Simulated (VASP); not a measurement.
# YMnI5 (P4/mmm) in VASP: single point with PBE

Aim: the single point of YMnI5 with PBE.

All numbers are computed with VASP 6.6.1; they aren't measurements. Logs are shortened: lines on timing, memory, paths and dates and some standing lists are left out, and cuts for length are marked.

### 1 The cell of the first run

It takes space group P4/mmm (No. 123, tetragonal). The conventional cell has a = 5.320 Å, b = 5.320 Å, c = 8.719 Å, α = 90.00°, β = 90.00°, γ = 90.00°. Y (site symmetry 4/mmm) has 12 I at 3.76 to 3.77 Å as nearest neighbours. Around Mn (site symmetry 4/mmm) lie 8 I at 3.15 Å. I (site symmetry 4/mmm) is surrounded by 4 Y at 3.76 Å and 8 I at 3.77 Å. Around I (site symmetry 2mm) lie 2 Mn at 3.15 Å and 1 I at 3.37 Å.

The cell was built by a generator and needn't be a form met in nature.

### 2 Single point, PBE, collinear spin, typed start (species swapped into the YIn5Co type (P4/mmm, No. 123))

INCAR

```
SYSTEM = YMnI5
ALGO = Fast
EDIFF = 1E-7
ENCUT = 520
GGA = PE
ISIF = 2
ISMEAR = 0
ISPIN = 2
LASPH = .TRUE.
LCHARG = .FALSE.
LMAXMIX = 4
LORBIT = 11
LREAL = .FALSE.
LWAVE = .FALSE.
MAGMOM = 0 4 0 0 0 0 0
NBANDS = 42
NELM = 150
PREC = Accurate
SIGMA = 0.1
```

KPOINTS

```
k-points
0
G
  4 4 2
  0 0 0
```

POSCAR

```
YMnI5
1.0
    5.3196301600      0.0000000000      0.0000000000
    0.0000000000      5.3196301600      0.0000000000
    0.0000000000      0.0000000000      8.7193805300
Y Mn I
1 1 5
Direct
    0.0000000000      0.0000000000      0.0000000000
    0.0000000000      0.0000000000      0.5000000000
    0.5000000000      0.5000000000      0.0000000000
    0.5000000000      0.0000000000      0.6933069800
    0.0000000000      0.5000000000      0.6933069800
    0.5000000000      0.0000000000      0.3066930200
    0.0000000000      0.5000000000      0.3066930200
```

Potentials or basis: VASP PAW PBE potentials, release 64 (Y_sv, Mn_pv, I).

Run with:

```console
> cat potpaw_PBE.64/Y_sv/POTCAR potpaw_PBE.64/Mn_pv/POTCAR potpaw_PBE.64/I/POTCAR > POTCAR
> mpirun -np 1 vasp_std > vasp.out
```

OUTCAR:

```text
SYSTEM = YMnI5
   EDIFF = 1E-7
   ENCUT = 520
   GGA = PE
   ISIF = 2
   ISMEAR = 0
   ISPIN = 2
   LASPH = .TRUE.
   LORBIT = 11
   LREAL = .FALSE.
   NELM = 150
   PREC = Accurate

 ion  position               nearest neighbor table
   1  0.000  0.000  0.000-   3 3.76   3 3.76   3 3.76   3 3.76   7 3.77   4 3.77   5 3.77   7 3.77
                             5 3.77   4 3.77   6 3.77   6 3.77
   2  0.000  0.000  0.500-   4 3.15   5 3.15   6 3.15   7 3.15   5 3.15   7 3.15   4 3.15   6 3.15

   3  0.500  0.500  0.000-   1 3.76   1 3.76   1 3.76   1 3.76
   4  0.500  0.000  0.693-   2 3.15   2 3.15   6 3.37   1 3.77   1 3.77
   5  0.000  0.500  0.693-   2 3.15   2 3.15   7 3.37   1 3.77   1 3.77
   6  0.500  0.000  0.307-   2 3.15   2 3.15   4 3.37   1 3.77   1 3.77
   7  0.000  0.500  0.307-   2 3.15   2 3.15   5 3.37   1 3.77   1 3.77

  LATTYP: Found a simple tetragonal cell.
 ALAT       =     5.3196301600
 C/A-ratio  =     1.6390952506

  Lattice vectors:

 A1 = (   5.3196301600,   0.0000000000,   0.0000000000)
 A2 = (   0.0000000000,   5.3196301600,   0.0000000000)
 A3 = (   0.0000000000,   0.0000000000,   8.7193805300)

Analysis of symmetry for initial positions (statically):
=====================================================================
 Subroutine PRICEL returns:
 Original cell was already a primitive cell.

 Routine SETGRP: Setting up the symmetry group for a
 simple tetragonal supercell.

 Subroutine GETGRP returns: Found 16 space group operations
 (whereof 16 operations were pure point group operations)
 out of a pool of 16 trial point group operations.

The static configuration has the point symmetry D_4h.

Analysis of symmetry for dynamics (positions and initial velocities):
=====================================================================
 Subroutine PRICEL returns:
 Original cell was already a primitive cell.

 Routine SETGRP: Setting up the symmetry group for a
 simple tetragonal supercell.

 Subroutine GETGRP returns: Found 16 space group operations
 (whereof 16 operations were pure point group operations)
 out of a pool of 16 trial point group operations.

The dynamic configuration has the point symmetry D_4h.

Analysis of structural, dynamic, and magnetic symmetry:
=====================================================================
 Subroutine PRICEL returns:
 Original cell was already a primitive cell.

 Routine SETGRP: Setting up the symmetry group for a
 simple tetragonal supercell.

 Subroutine GETGRP returns: Found 16 space group operations
 (whereof 16 operations were pure point group operations)
 out of a pool of 16 trial point group operations.

The overall configuration has the point symmetry D_4h.

 Subroutine INISYM returns: Found 16 space group operations
 (whereof 16 operations are pure point group operations),
 and found     1 'primitive' translations

----------------------------------------------------------------------------------------

                                     Primitive cell

  volume of cell :     246.7451

  direct lattice vectors                    reciprocal lattice vectors
     5.319630160  0.000000000  0.000000000     0.187982993  0.000000000  0.000000000
     0.000000000  5.319630160  0.000000000     0.000000000  0.187982993  0.000000000
     0.000000000  0.000000000  8.719380530     0.000000000  0.000000000  0.114687046

  length of vectors
     5.319630160  5.319630160  8.719380530     0.187982993  0.187982993  0.114687046

  position of ions in fractional coordinates (direct lattice)
     0.000000000  0.000000000  0.000000000
     0.000000000  0.000000000  0.500000000
     0.500000000  0.500000000  0.000000000
     0.500000000  0.000000000  0.693306980
     0.000000000  0.500000000  0.693306980
     0.500000000  0.000000000  0.306693020
     0.000000000  0.500000000  0.306693020

  ion indices of the primitive-cell ions
[... 50 lines left out ...]
   number of dos      NEDOS =    301   number of ions     NIONS =      7
   total plane-waves  NPLWV = 112000
   dimension x,y,z NGX =    40 NGY =   40 NGZ =   70
   dimension x,y,z NGXF=    80 NGYF=   80 NGZF=  140
   ions per type =               1   1   5
   NGX,Y,Z   is equivalent  to a cutoff of  12.50, 12.50, 13.35 a.u.
   NGXF,Y,Z  is equivalent  to a cutoff of  25.00, 25.00, 26.69 a.u.
 SYSTEM =  YMnI5
   PREC   = accura    normal or accurate (medium, high low for compatibility)
   ISTART =      0    job   : 0-new  1-cont  2-samecut
   ICHARG =      2    charge: 1-file 2-atom 10-const
   ISPIN  =      2    spin polarized calculation?
   LNONCOLLINEAR =      F non collinear calculations
   LSORBIT =      F    spin-orbit coupling
   LASPH  =      T    aspherical Exc in radial PAW
   ENCUT  =  520.0 eV  38.22 Ry    6.18 a.u.   9.89  9.89 16.21*2*pi/ulx,y,z
   NELM   =    150;   NELMIN=  2; NELMDL= -5     # of ELM steps
   EDIFF  = 0.1E-06   stopping-criterion for ELM
   LREAL  =      F    real-space projection
   EDIFFG = 0.1E-05   stopping-criterion for IOM
   NSW    =      0    number of steps for IOM
   IBRION =     -1    ionic relax: 0-MD 1-quasi-New 2-CG
   NFREE  =      0    steps in history (QN), initial steepest desc. (CG)
   ISIF   =      2    stress and relaxation
   ISYM   =      2    0-nonsym 1-usesym 2-fastsym
   POTIM  = 0.5000    time-step for ionic-motion
   TEBEG  =    0.0;   TEEND  =   0.0 temperature during run
   PSTRESS=    0.0 pullay stress
   NELECT =      59.0000    total number of electrons
   NUPDOWN=      -1.0000    fix difference up-down
   EMIN   =  10.00;   EMAX   =-10.00  energy-range for DOS
   EFERMI =   0.00;   METHOD = LEGACY
   ISMEAR =     0;   SIGMA  =   0.10  broadening in eV -4-tet -1-fermi 0-gaus
   EFERMI_NEDOS =   21; number of points for ismear=-14 and -15
   IALGO  =     68    algorithm
   IMIX   =      4    mixing-type and parameters
     AMIX     =   0.40;   BMIX     =  1.00
     AMIX_MAG =   1.60;   BMIX_MAG =  1.00
  volume/ion in A,a.u.               =      35.25       237.87
  Fermi-wavevector in a.u.,A,eV,Ry     =   1.016115  1.920178 14.047862  1.032489
  Thomas-Fermi vector in A             =   2.149440
   LORBIT       =     11    0 simple, 1 ext, 2 COOP (PROOUT), +10 PAW based schemes
   GGA     = PE    functional components
   LHFCALC =     F    Hartree Fock is set to
   AEXX    =    0.0000 exact exchange contribution
   IVDW    =     0    specifies the selected vdW correction
   LEPSILON=     F    determine dielectric tensor
   LRPA    =     F    only Hartree local field effects (RPA)
 spin polarized calculation
 RMM-DIIS sequential band-by-band and
 Gauss-broadening in eV      SIGMA  =   0.10
  energy-cutoff  :      520.00
  volume of cell :      246.75
 maximum number of plane-waves:      6680
 NGX is ok and might be reduce to    40
   NGX = 19   NGY = 19   NGZ = 33

 number of electron      59.0000023 magnetization       5.0103490

 Free energy of the ion-electron system (eV)
  ---------------------------------------------------
  ext. energy  EPLUGINS =         0.00000000
  ---------------------------------------------------
  free energy    TOTEN  =       -24.32995341 eV

  energy without entropy =      -24.32571555  energy(sigma->0) =      -24.32783448

 E-fermi :   4.3859     XC(G=0):  -8.7974

 val. band max:        4.2983482249   @ k =   0.5000   0.0000   0.0000
 cond. band min:       4.4390359389   @ k =   0.5000   0.5000   0.5000
 fundamental gap:      0.1406877140
 Fermi energy:         4.3858663198

 spin component 1

 k-point     1 :       0.0000    0.0000    0.0000
  band No.  band energies     occupation
      1     -46.7629      1.00000
      2     -46.7561      1.00000
      3     -46.7561      1.00000
      4     -41.1602      1.00000
      5     -20.9911      1.00000
      6     -20.9832      1.00000
[... 517 lines left out ...]
     40       9.5099      0.00000
     41       9.5105      0.00000
 Fermi energy:         4.3858663198

 spin component 2

 k-point     1 :       0.0000    0.0000    0.0000
  band No.  band energies     occupation
      1     -42.1438      1.00000
      2     -42.1106      1.00000
      3     -42.1106      1.00000
      4     -41.1252      1.00000
      5     -20.9477      1.00000
      6     -20.9400      1.00000
[... 517 lines left out ...]
     40       9.9907      0.00000
     41       9.9921      0.00000
 [bands above 41 left out]

------------------------ aborting loop because EDIFF is reached ----------------------------------------

  FORCE on cell =-STRESS in cart. coord.  units (eV):
  Direction    XX          YY          ZZ          XY          YZ          ZX
  --------------------------------------------------------------------------------------
  -------------------------------------------------------------------------------------
  Total       -3.5083714     -3.5083714      2.2404406      0.0000000      0.0000000      0.0000000
  in kB      -22.7807297    -22.7807297     14.5477394      0.0000000      0.0000000      0.0000000
  external PRESSURE =     -10.3379067 kB  Pullay stress =       0.0000000 kB

 VOLUME and BASIS-vectors are now :
 -----------------------------------------------------------------------------
  energy-cutoff  :      520.00
  volume of cell :      246.75
      direct lattice vectors                 reciprocal lattice vectors
     5.319630160  0.000000000  0.000000000     0.187982993  0.000000000  0.000000000
     0.000000000  5.319630160  0.000000000     0.000000000  0.187982993  0.000000000
     0.000000000  0.000000000  8.719380530     0.000000000  0.000000000  0.114687046

 POSITION                                       TOTAL-FORCE (eV/Angst)
 -----------------------------------------------------------------------------------
      0.00000      0.00000      0.00000         0.000000      0.000000      0.000000
      0.00000      0.00000      4.35969         0.000000      0.000000      0.000000
      2.65982      2.65982      0.00000         0.000000      0.000000      0.000000
      2.65982      0.00000      6.04521         0.000000     -0.000000      0.721715
      0.00000      2.65982      6.04521         0.000000     -0.000000      0.721715
      2.65982      0.00000      2.67417         0.000000      0.000000     -0.721715
      0.00000      2.65982      2.67417        -0.000000     -0.000000     -0.721715
 -----------------------------------------------------------------------------------
    total drift:                                0.000000     -0.000000      0.000000

  FREE ENERGIE OF THE ION-ELECTRON SYSTEM (eV)
  ---------------------------------------------------
  free  energy   TOTEN  =       -24.3299534084 eV

  energy  without entropy=      -24.3257155522  energy(sigma->0) =      -24.32783448

 total charge

# of ion       s       p       d       f       tot
--------------------------------------------------
    1        2.115   6.026   0.605   0.012   8.757
    2        0.176   6.082   4.918   0.000  11.177
    3        1.518   2.755   0.014   0.000   4.287
    4        1.524   2.745   0.020   0.000   4.288
    5        1.524   2.745   0.020   0.000   4.288
    6        1.524   2.745   0.020   0.000   4.288
    7        1.524   2.745   0.020   0.000   4.288
--------------------------------------------------
tot          9.903  25.841   5.616   0.012  41.371

 magnetization (x)

# of ion       s       p       d       f       tot
--------------------------------------------------
    1        0.008   0.008   0.054   0.001   0.070
    2        0.040   0.018   4.288   0.000   4.346
    3        0.001   0.014   0.000   0.000   0.016
    4        0.006   0.031   0.001   0.000   0.038
    5        0.006   0.031   0.001   0.000   0.038
    6        0.006   0.031   0.001   0.000   0.038
    7        0.006   0.031   0.001   0.000   0.038
--------------------------------------------------
tot          0.071   0.165   4.348   0.001   4.584
```

Run time: 3.5 min. Hardware: 1 thread of Intel Xeon 6975P-C (Granite Rapids), shared host; peak memory 0.54 GiB.

What came out:

| Item | Value |
| --- | --- |
| Free energy | -24.3300 eV |
| Pressure | -1.0 GPa |
| Largest force | 0.722 eV/Å |
| Band gap on the k mesh | none (metal or under the smearing width) |
| Net moment | 5.01 μB per cell |
| Site moments | Y +0.07; Mn +4.35; I +0.02, +0.04 μB |
| Valence electrons inside the program's atomic spheres | Y 8.76; Mn 11.18; I 4.29 |

Forces on the atoms (eV/Å):
```
Y    0.000  0.000  0.000
Mn   0.000  0.000  0.000
I    0.000  0.000  0.000
I    0.000  0.000  0.722
I    0.000  0.000  0.722
I    0.000  0.000 -0.722
I    0.000  0.000 -0.722
```

Levels at points of the mesh, in eV from the Fermi level:
Spin up:
```csv
k point,band 30,band 31,band 32,band 33,band 34,band 35
"(0.00, 0.00, 0.00)",-0.62,-0.62,-0.54,-0.43,0.38,0.47
"(0.50, 0.00, 0.00)",-1.41,-1.40,-0.12,0.56,1.14,1.21
"(0.50, 0.50, 0.00)",-0.59,-0.35,-0.34,0.08,0.76,0.78
"(0.00, 0.00, 0.50)",-1.18,-0.39,-0.39,0.17,0.24,0.47
"(0.50, 0.00, 0.50)",-1.13,-0.66,-0.57,0.75,1.01,1.07
"(0.50, 0.50, 0.50)",-0.14,-0.14,0.05,0.52,0.81,0.98
```
Spin down:
```tsv
k point	band 23	band 24	band 25	band 26	band 27	band 28	band 29	band 30	band 31	band 32
(0.00, 0.00, 0.00)	-0.89	-0.79	-0.79	-0.68	-0.39	-0.30	0.38	0.46	0.47	0.59
(0.50, 0.00, 0.00)	-1.77	-1.69	-1.68	-1.36	-0.09	0.19	0.61	0.70	0.81	0.91
(0.50, 0.50, 0.00)	-1.71	-0.70	-0.57	-0.31	-0.19	0.13	0.54	0.59	0.59	0.71
(0.00, 0.00, 0.50)	-1.31	-1.13	-1.13	-0.49	-0.49	0.26	0.29	0.51	0.60	0.81
(0.50, 0.00, 0.50)	-1.82	-1.61	-1.10	-0.64	-0.53	0.46	0.81	0.86	0.88	1.09
(0.50, 0.50, 0.50)	-0.74	-0.47	-0.47	-0.29	0.10	0.44	0.59	0.85	0.93	0.93
```

Caveat: the k mesh is coarse (spacing up to 0.36 Å⁻¹), so the values aren't converged; semilocal functionals often make such compounds metallic where correlation or magnetic order opens a gap, which also shifts bond lengths. The run has no spin-orbit coupling, so splittings on I are missing.
